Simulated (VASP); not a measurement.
The system is Si2Sb2Te.

```xyz
10
Lattice="6.4609 0.0000 0.0000 0.0000 6.4609 0.0000 0.0000 0.0000 7.3221" Properties=species:S:1:pos:R:3 pbc="T T T"
Si    3.2305    3.2305    0.0000
Si    3.2305    3.2305    3.6611
Si    0.0000    3.2305    0.0000
Si    3.2305    0.0000    3.6611
Sb    1.3988    0.0000    0.0000
Sb    5.0622    0.0000    0.0000
Sb    0.0000    5.0622    3.6611
Sb    0.0000    1.3988    3.6611
Te    0.0000    0.0000    5.4916
Te    0.0000    0.0000    1.8305
```

The cell was built by a generator and needn't be a form met in nature.

| Item | Value |
| --- | --- |
| Program | VASP 6.6.1 |
| Task | relaxation of cell and atoms |
| Functional | PBE |
| Potentials or basis | VASP PAW PBE potentials, release 64 (Si, Sb, Te) |
| Cutoff | 520 eV |
| k mesh | 2 × 2 × 2 |
| Occupations | gaussian, width 0.15 eV |
| Spin | no spin polarisation |

At the start: pressure 29.1 GPa; volume 30.57 Å³/atom.

Q: Where does the relaxation end?

A: Over 16 steps the energy falls by 1930.2 meV/atom and the volume is 34.98 Å³/atom (+14.4 %); space group P4_2/mmc (No. 131, to 0.05 Å).

Step by step:
```
step  energy change (eV)  largest force (eV/Å)  pressure (GPa)  volume (Å³)
   1              0.0000               15.3571           29.11       305.65
   2             -9.7622                3.5400           -2.31       602.74
   3            -16.7724                0.4049           -3.28       422.31
   4            -16.7878                0.4886           -3.09       419.79
   5            -16.8024                0.6327           -2.88       415.00
   6            -14.6787                4.0888            3.95       358.20
   7            -16.8140                0.6803           -2.78       412.64
   8            -17.8754                0.2297           -1.44       379.05
   9            -18.3111                0.5493            0.45       351.52
  10            -18.3227                0.8529            1.20       344.10
  11            -18.3257                0.7556            1.00       346.29
  12            -18.6747                0.8860            0.87       349.08
  13            -19.2111                0.7621           -0.28       353.76
  14            -19.2694                0.2629            0.17       350.13
  15            -19.2853                0.0086           -0.09       351.33
  16            -19.3024                0.0405            0.20       349.80
```

Final structure:
```
Si Sb Te
1.0
     5.78562    0.00000    0.00000
     0.00000    5.78562    0.00000
     0.00000    0.00000   10.45011
Si Sb Te
4 4 2
Direct
  0.50000 0.50000 0.00000
  0.50000 0.50000 0.50000
  0.00000 0.50000 0.00000
  0.50000 0.00000 0.50000
  0.25526 0.00000 0.00000
  0.74474 0.00000 0.00000
  0.00000 0.74474 0.50000
  0.00000 0.25526 0.50000
  0.00000 0.00000 0.75000
  0.00000 0.00000 0.25000
```

Caveat: the k mesh is coarse (spacing up to 0.49 Å⁻¹), so the values aren't converged.
